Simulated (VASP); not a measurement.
Set up this calculation in VASP 6.6.1, as the native input.

```yaml
Task: single point
Functional: PBEsol
Potentials_or_basis: VASP PAW PBE potentials, release 64 (Na_pv, N)
Cutoff: 520 eV
k_mesh: 2 × 2 × 2
Occupations: fermi-dirac, width 0.15 eV
Spin: no spin polarisation
Dipole_correction: no
Further_INCAR_settings: LREAL = Auto; ALGO = Fast; EDIFF = 1e-07; NBANDS = 72
```

The structure of Na16N (a cell with a defect) lies in POSCAR:

```
Na16N
1.0
    8.4600000000      0.0000000000      0.0000000000
    0.0000000000      8.4600000000      0.0000000000
    0.0000000000      0.0000000000      8.4600000000
Na N
16 1
Direct
    0.0668203310     -0.0289598109     -0.0762529551
    0.3684515366     -0.1463356974      0.0895744681
    0.0300000000      0.4856264775     -0.1081205674
   -0.0756146572     -0.0167848700      0.5673877069
    0.2423877069      0.2174231678      0.0344208038
    0.7428605201      0.5146335697      0.0726950355
    0.5670567376     -0.0142789598      0.4976122931
    0.8773167849      0.2737115839      0.1915602837
    0.0333451537      0.5617730496      0.4858037825
    0.2068912530      0.8140661939      0.4715957447
    0.2289361702      0.1458392435      0.6830260047
    0.6442671395      0.4724231678      0.4750827423
    0.7797044917      0.7808037825      0.2766903073
    0.7411702128      0.2430378251      0.8280851064
    0.3427541371      0.6828723404      0.7978132388
    0.7679078014      0.8030851064      0.8160756501
   -0.0074113475      0.2229669031     -0.0653073286
```

The cell was built by a generator and needn't be a form met in nature.

These files were run (other wordings do the same):

INCAR

```
SYSTEM = Na16N
PREC     = Accurate       ! precision mode
ENCUT    = 520            ! plane-wave cutoff, eV
EDIFF    = 1E-7           ! SCF threshold, eV
ISMEAR   = -1             ! smearing method
SIGMA    = 0.15           ! smearing width, eV
LREAL    = Auto         
LASPH    = .True.         ! aspherical terms in the spheres
NELM     = 100            ! most SCF steps
ALGO     = Fast           ! electronic algorithm
ISIF     = 2              ! what is computed and relaxed
LWAVE    = .False.        ! write WAVECAR
LCHARG   = .False.        ! write CHGCAR
GGA      = PS             ! functional
NBANDS   = 72             ! bands
```

KPOINTS

```
regular mesh
0
Gamma
  2 2 2
  0 0 0
```

Potentials or basis: VASP PAW PBE potentials, release 64 (Na_pv, N).

Launch:

```console
$ cat potpaw_PBE.64/Na_pv/POTCAR potpaw_PBE.64/N/POTCAR > POTCAR
$ mpirun -np 1 vasp_std > vasp.out
```

It gave:

```
Pressure               : 1.4 GPa
Largest force          : 1.242 eV/Å
Band gap on the k mesh : none (metal or under the smearing width)
```

Caveat: the k mesh is coarse (spacing up to 0.37 Å⁻¹), so the values aren't converged; the PAW data sets were made with another functional, which shifts forces and pressure a little.

It took 4.9 min on 1 thread of Intel(R) Xeon(R) 6975P-C (Granite Rapids) (shared host), peak memory 0.64 GiB.
